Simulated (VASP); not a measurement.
VASP runs on P (black) share one base input (PBE GGA, plane waves, VASP's PBE PAW potentials (set 64)) and change the settings named in each case.

### INCAR
```
! general
SYSTEM = P
PREC   = Accurate
ENCUT  = 400
LREAL  = .False.
LASPH  = .True.

! electronic loop
EDIFF  = 1E-6
NELM   = 100
ALGO   = Normal

! smearing
ISMEAR = 0
SIGMA  = 0.05

! functional
GGA    = PE

! ions
ISIF   = 2

! output
LWAVE  = .False.
LCHARG = .False.
```

POSCAR:
```
P
1
    1.6550000000    -5.2400000000    -0.0000000000
    1.6550000000     5.2400000000     0.0000000000
    0.0000000000     0.0000000000     4.3800000000
P
4
Direct
  0.1017000000   0.8983000000   0.9194000000
  0.3983000000   0.6017000000   0.4194000000
  0.6017000000   0.3983000000   0.5806000000
  0.8983000000   0.1017000000   0.0806000000
```

### KPOINTS
```
Automatic
0
G
  8 8 6
```

POTCAR, in this order: P (PBE.64 set). Program: vasp_std.

```json
[
 {"change": "base run", "E(σ→0) (eV/atom)": "-5.3659", "pressure (GPa)": "1.95", "largest force (eV/Å)": "0.056", "−TS (eV)": "0.0000", "irreducible k-points": "84"},
 {"change": "KPOINTS 3×3×2 Monkhorst-Pack mesh", "E(σ→0) (eV/atom)": "-5.3070", "pressure (GPa)": "2.75", "largest force (eV/Å)": "0.243", "−TS (eV)": "0.0000", "irreducible k-points": "4"},
 {"change": "KPOINTS 4×4×3 Monkhorst-Pack mesh", "E(σ→0) (eV/atom)": "-5.3365", "pressure (GPa)": "2.22", "largest force (eV/Å)": "0.010", "−TS (eV)": "0.0000", "irreducible k-points": "12"},
 {"change": "KPOINTS 6×6×4 Monkhorst-Pack mesh", "E(σ→0) (eV/atom)": "-5.3663", "pressure (GPa)": "1.88", "largest force (eV/Å)": "0.059", "−TS (eV)": "0.0000", "irreducible k-points": "24"},
 {"change": "KPOINTS 9×9×7 Monkhorst-Pack mesh", "E(σ→0) (eV/atom)": "-5.3663", "pressure (GPa)": "1.92", "largest force (eV/Å)": "0.059", "−TS (eV)": "-0.0004", "irreducible k-points": "100"}
]
```

Left out are runs that ran out of time, are held back, or changed the cell or the kind of run, fixed moments of cells without a moment, rows past the twelfth, gaps on odd meshes, pressures of charged cells and columns that move by less than the noise.

The compound is P in the black structure. The cell was not relaxed at this level, forces remain on its atoms.
